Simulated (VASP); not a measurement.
Consider the following.

```
NbTe
1.0
    3.43656     0.00000     0.00000
   -1.71828     2.97615     0.00000
    0.00000     0.00000     9.37539
Nb Te
2 2
Cartesian
  0.00000   1.98410   0.35195
  1.71828   0.99205   5.03964
  0.00000   1.98410   3.16382
  1.71828   0.99205   7.85152
```

Calculation: r2SCAN meta-GGA, VASP's PBE PAW potentials (set 64) (plane waves; VASP 6.6.1). Numerical set-up: 400 eV cut-off, 11×11×4 Γ-centred mesh, tetrahedra with Blöchl corrections, potentials Nb_sv Te.

Problem. Give the energies of bands 11 to 22 at the high-symmetry points, in eV from the Fermi level.

Solution. 
| band | Γ | M | K | A | L | H |
|---|---|---|---|---|---|---|
| 11 | -6.38 | -6.24 | -5.18 | -5.62 | -6.09 | -4.99 |
| 12 | -4.76 | -6.02 | -4.84 | -5.62 | -6.09 | -4.99 |
| 13 | -1.55 | -4.11 | -4.84 | -1.48 | -3.96 | -4.81 |
| 14 | -1.47 | -3.65 | -4.78 | -1.48 | -3.96 | -4.81 |
| 15 | -1.03 | -2.09 | -3.46 | -0.88 | -1.73 | -3.46 |
| 16 | -1.03 | -1.71 | -3.46 | -0.88 | -1.73 | -3.46 |
| 17 | -0.71 | -1.24 | -0.56 | -0.88 | -1.49 | -0.56 |
| 18 | -0.71 | -1.08 | -0.52 | -0.88 | -1.49 | -0.56 |
| 19 | 0.76 | -0.17 | 0.01 | 0.93 | 0.41 | -0.25 |
| 20 | 0.76 | 0.44 | 0.01 | 0.93 | 0.41 | -0.25 |
| 21 | 1.19 | 1.89 | 0.95 | 0.93 | 2.80 | 1.79 |
| 22 | 1.19 | 2.85 | 2.03 | 0.93 | 2.80 | 1.79 |

It has no gap at this level: it comes out as a metal or semimetal.

The structure was generated: NbTe was put into the wurtzite type (P6_3mc), which need not be its known phase. It was relaxed first, which changed the volume by -43 %.
